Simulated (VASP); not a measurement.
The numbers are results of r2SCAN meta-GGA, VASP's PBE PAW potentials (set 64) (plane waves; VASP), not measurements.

Input for VASP

KPOINTS:
```
Automatic mesh
0
Gamma
12 12 12
0 0 0
```

**INCAR**
```
! general
SYSTEM  = WC
PREC    = Accurate
ENCUT   = 520
LREAL   = .FALSE.
LASPH   = .TRUE.

! electronic loop
EDIFF   = 1E-6
NELM    = 100
ALGO    = Normal
LMAXMIX = 6
LMIXTAU = .TRUE.

! smearing
ISMEAR  = 1
SIGMA   = 0.1

! functional
METAGGA = R2SCAN

! ions
IBRION  = 2
NSW     = 60
ISIF    = 3
EDIFFG  = -0.01

! output
LWAVE   = .FALSE.
LCHARG  = .FALSE.
```

POSCAR:
```
WC
1
    2.7219250766    -0.0000000000     0.0000000000
    0.0000000000     2.7219250766     0.0000000000
    0.0000000000    -0.0000000000     2.7219250766
W C
1 1
Direct
  1.0000000000   1.0000000000   0.0000000000
  0.5000000000   0.5000000000   0.5000000000
```

POTCAR, in this order: W_sv C (PBE.64 set). Program: vasp_std.

The run wrote:

**OUTCAR**
```
 ion  position               nearest neighbor table
   1  0.000  0.000  0.000-   2 2.36   2 2.36   2 2.36   2 2.36   2 2.36   2 2.36   2 2.36   2 2.36
  LATTYP: Found a simple cubic cell.
 ALAT       =     2.7219250766
 Subroutine PRICEL returns:
 Original cell was already a primitive cell.
 Subroutine GETGRP returns: Found 48 space group operations
The static configuration has the point symmetry O_h .
The dynamic configuration has the point symmetry O_h .
 Subroutine INISYM returns: Found 48 space group operations
 Subroutine IBZKPT returns following result:
 Found     84 irreducible k-points:

 Following reciprocal coordinates:
            Coordinates               Weight
  0.000000  0.000000  0.000000      1.000000
  0.083333  0.000000  0.000000      6.000000
  0.166667  0.000000  0.000000      6.000000
  0.250000  0.000000  0.000000      6.000000
  0.333333  0.000000  0.000000      6.000000
  0.416667  0.000000  0.000000      6.000000
  0.500000  0.000000  0.000000      3.000000
  0.083333  0.083333  0.000000     12.000000
  0.166667  0.083333  0.000000     24.000000
  0.250000  0.083333  0.000000     24.000000
  0.333333  0.083333  0.000000     24.000000
  0.416667  0.083333  0.000000     24.000000
  0.500000  0.083333  0.000000     12.000000
  0.166667  0.166667  0.000000     12.000000
  0.250000  0.166667  0.000000     24.000000
  0.333333  0.166667  0.000000     24.000000
  0.416667  0.166667  0.000000     24.000000
  0.500000  0.166667  0.000000     12.000000
  0.250000  0.250000  0.000000     12.000000
  0.333333  0.250000  0.000000     24.000000
  0.416667  0.250000  0.000000     24.000000
  0.500000  0.250000  0.000000     12.000000
  0.333333  0.333333  0.000000     12.000000
  0.416667  0.333333  0.000000     24.000000
  0.500000  0.333333  0.000000     12.000000
  0.416667  0.416667  0.000000     12.000000
  0.500000  0.416667  0.000000     12.000000
  0.500000  0.500000  0.000000      3.000000
  0.083333  0.083333  0.083333      8.000000
  0.166667  0.083333  0.083333     24.000000
  0.250000  0.083333  0.083333     24.000000
  0.333333  0.083333  0.083333     24.000000
  0.416667  0.083333  0.083333     24.000000
  0.500000  0.083333  0.083333     12.000000
  0.166667  0.166667  0.083333     24.000000
  0.250000  0.166667  0.083333     48.000000
  0.333333  0.166667  0.083333     48.000000
  0.416667  0.166667  0.083333     48.000000
  0.500000  0.166667  0.083333     24.000000
  0.250000  0.250000  0.083333     24.000000
   k-points           NKPTS =     84   k-points in BZ     NKDIM =     84   number of bands    NBANDS=     13
   number of dos      NEDOS =    301   number of ions     NIONS =      2
   total plane-waves  NPLWV =   8000
   dimension x,y,z NGX =    20 NGY =   20 NGZ =   20
   dimension x,y,z NGXF=    40 NGYF=   40 NGZF=   40
   ions per type =               1   1
   PREC   = accura    normal or accurate (medium, high low for compatibility)
   ISTART =      0    job   : 0-new  1-cont  2-samecut
   ICHARG =      2    charge: 1-file 2-atom 10-const
   ISPIN  =      1    spin polarized calculation?
   LNONCOLLINEAR =      F non collinear calculations
   LSORBIT =      F    spin-orbit coupling
   INIWAV =      1    electr: 0-lowe 1-rand  2-diag
   ENCUT  =  520.0 eV  38.22 Ry    6.18 a.u.   5.06  5.06  5.06*2*pi/ulx,y,z
   NELM   =    100;   NELMIN=  2; NELMDL= -5     # of ELM steps
   EDIFF  = 0.1E-05   stopping-criterion for ELM
   LREAL  =      F    real-space projection
   NLSPLINE    = F    spline interpolate recip. space projectors
   LMAXMIX     =    6 max onsite mixed and CHGCAR
   VOSKOWN=      0    Vosko Wilk Nusair interpolation
...
```

OSZICAR:
```
       N       E                     dE             d eps       ncg     rms          rms(c)
DAV:   1     0.704901000947E+02    0.70490E+02   -0.10026E+04  2184   0.159E+03
DAV:   2    -0.627088493394E+02   -0.13320E+03   -0.12862E+03  2499   0.387E+02
DAV:   3    -0.666377118008E+02   -0.39289E+01   -0.38940E+01  2710   0.604E+01
DAV:   4    -0.666719337260E+02   -0.34222E-01   -0.34213E-01  2359   0.605E+00
DAV:   5    -0.666722250859E+02   -0.29136E-03   -0.29136E-03  2514   0.555E-01    0.302E+01
DAV:   6    -0.593173265079E+02    0.73549E+01   -0.94087E+00  2367   0.365E+01    0.546E+00
DAV:   7    -0.596453523904E+02   -0.32803E+00   -0.68630E-01  2194   0.818E+00    0.506E+00
DAV:   8    -0.596045153218E+02    0.40837E-01   -0.14341E-01  2254   0.448E+00    0.784E-01
DAV:   9    -0.596680060188E+02   -0.63491E-01   -0.10370E-01  2299   0.258E+00    0.624E-01
DAV:  10    -0.596772632678E+02   -0.92572E-02   -0.85111E-03  2354   0.652E-01    0.192E-01
DAV:  11    -0.596795575449E+02   -0.22943E-02   -0.11565E-03  2229   0.390E-01    0.179E-01
DAV:  12    -0.596791483114E+02    0.40923E-03   -0.13611E-03  2479   0.261E-01    0.466E-02
DAV:  13    -0.596790921721E+02    0.56139E-04   -0.83335E-05  2394   0.913E-02    0.318E-02
DAV:  14    -0.596791216028E+02   -0.29431E-04   -0.64051E-05  2399   0.621E-02    0.612E-03
DAV:  15    -0.596791294623E+02   -0.78594E-05   -0.58961E-06  2204   0.263E-02    0.218E-03
DAV:  16    -0.596791297710E+02   -0.30868E-06   -0.36682E-07  1092   0.654E-03
   1 F= -.59679130E+02 E0= -.59679111E+02  d E =-.596791E+02
       N       E                     dE             d eps       ncg     rms          rms(c)
DAV:   1    -0.596838455877E+02   -0.47161E-02   -0.12840E-01  2279   0.520E+00    0.950E-01
DAV:   2    -0.596793654440E+02    0.44801E-02   -0.15417E-02  2244   0.138E+00    0.196E-01
DAV:   3    -0.596788604529E+02    0.50499E-03   -0.11718E-03  2244   0.304E-01    0.828E-02
DAV:   4    -0.596787255036E+02    0.13495E-03   -0.40453E-04  2424   0.242E-01    0.766E-02
DAV:   5    -0.596786066743E+02    0.11883E-03   -0.13444E-04  2219   0.123E-01    0.294E-02
DAV:   6    -0.596787560257E+02   -0.14935E-03   -0.69075E-05  2199   0.822E-02    0.500E-03
DAV:   7    -0.596787549395E+02    0.10861E-05   -0.37847E-06  2376   0.159E-02    0.143E-03
DAV:   8    -0.596787548910E+02    0.48527E-07   -0.32303E-07  1092   0.477E-03
   2 F= -.59678755E+02 E0= -.59678742E+02  d E =0.374880E-03
       N       E                     dE             d eps       ncg     rms          rms(c)
DAV:   1    -0.596817836895E+02   -0.30287E-02   -0.65086E-02  2279   0.372E+00    0.671E-01
DAV:   2    -0.596795394134E+02    0.22443E-02   -0.81169E-03  2249   0.989E-01    0.141E-01
DAV:   3    -0.596792691617E+02    0.27025E-03   -0.63831E-04  2249   0.217E-01    0.604E-02
DAV:   4    -0.596791940926E+02    0.75069E-04   -0.21013E-04  2419   0.174E-01    0.529E-02
DAV:   5    -0.596791289331E+02    0.65160E-04   -0.71605E-05  2224   0.895E-02    0.213E-02
DAV:   6    -0.596792017875E+02   -0.72854E-04   -0.36827E-05  2214   0.593E-02    0.398E-03
DAV:   7    -0.596792010874E+02    0.70014E-06   -0.19272E-06  1807   0.116E-02
   3 F= -.59679201E+02 E0= -.59679184E+02  d E =-.713164E-04
```

File OUTCAR:
```
------------------------ aborting loop because EDIFF is reached ----------------------------------------
  FORCE on cell =-STRESS in cart. coord.  units (eV):
  Direction    XX          YY          ZZ          XY          YZ          ZX
  --------------------------------------------------------------------------------------
  Total        0.0045797      0.0045797      0.0045797      0.0000000      0.0000000     -0.0000000
  in kB        0.3644833      0.3644833      0.3644833      0.0000000      0.0000000     -0.0000000
  external PRESSURE =       0.3644833 kB  Pullay stress =       0.0000000 kB
  volume of cell :       20.13
      direct lattice vectors                 reciprocal lattice vectors
     2.720342243 -0.000000000  0.000000000     0.367600806 -0.000000000  0.000000000
     0.000000000  2.720342243  0.000000000     0.000000000  0.367600806  0.000000000
    -0.000000000  0.000000000  2.720342243    -0.000000000 -0.000000000  0.367600806
 POSITION                                       TOTAL-FORCE (eV/Angst)
 -----------------------------------------------------------------------------------
      0.00000      0.00000      0.00000        -0.000000      0.000000      0.000000
      1.36017      1.36017      1.36017         0.000000      0.000000     -0.000000
 -----------------------------------------------------------------------------------
    total drift:                                0.000000      0.000000      0.000000
  FREE ENERGIE OF THE ION-ELECTRON SYSTEM (eV)
  ---------------------------------------------------
  free  energy   TOTEN  =       -59.6792010874 eV

  energy  without entropy=      -59.6791508306  energy(sigma->0) =      -59.67918434

 reached required accuracy - stopping structural energy minimisation
```
(Selected blocks of OUTCAR.)

### CONTCAR
```
WC
   1.00000000000000
     2.7203422433387843   -0.0000000000000000    0.0000000000000000
     0.0000000000000000    2.7203422433387843    0.0000000000000000
    -0.0000000000000000    0.0000000000000000    2.7203422433387843
  W               C
     1     1
Direct
     0.0000000000000000    0.0000000000000000    0.0000000000000000
     0.5000000000000000    0.5000000000000000    0.5000000000000000
```

**OUTCAR**
```
 val. band max:       12.2910166646   @ k =   0.1667   0.1667   0.0833

 cond. band min:      12.4055986047   @ k =   0.0000   0.0000   0.0000


 Fermi energy:        12.3997072518

 k-point     1 :       0.0000    0.0000    0.0000
  band No.  band energies     occupation
      1     -64.4951      2.00000
      2     -27.6103      2.00000
      3     -27.6103      2.00000
      4     -27.6103      2.00000
      5      -3.9318      2.00000
      6       6.8787      2.00000
      7       6.8787      2.00000
      8      12.4056      0.90048
      9      12.4056      0.90048
     10      12.4056      0.90048
     11      15.4125      0.00000
     12      15.4125      0.00000
     13      15.4125      0.00000

 k-point     2 :       0.0833    0.0000    0.0000
  band No.  band energies     occupation
      1     -64.4901      2.00000
      2     -27.6876      2.00000
      3     -27.6034      2.00000
      4     -27.6034      2.00000
      5      -3.7549      2.00000
      6       6.9138      2.00000
      7       6.9451      2.00000
      8      11.9576      2.00000
      9      11.9576      2.00000
     10      12.1631      2.00413
     11      15.4465      0.00000
     12      15.8654      0.00000
     13      15.8654      0.00000

 k-point     3 :       0.1667    0.0000    0.0000
  band No.  band energies     occupation
      1     -64.4765      2.00000
      2     -27.8947      2.00000
      3     -27.5846      2.00000
      4     -27.5846      2.00000
      5      -3.2464      2.00000
      6       6.7382      2.00000
      7       7.1330      2.00000
      8      11.0679      2.00000
      9      11.0679      2.00000
     10      12.0012      2.00000
     11      15.5411      0.00000
     12      16.7925      0.00000
     13      16.7925      0.00000

 k-point     4 :       0.2500    0.0000    0.0000
  band No.  band energies     occupation
      1     -64.4579      2.00000
      2     -28.1688      2.00000
      3     -27.5588      2.00000
...
```

Unless said otherwise, spin-orbit coupling is left out, though it shifts the bands of the heavy elements here.

The structure was generated: WC was put into the CsCl type (Pm-3m), which need not be its known phase. This run relaxes it. Symmetry was kept, so distortions that lower it aren't found. The start is the result of an earlier pass.
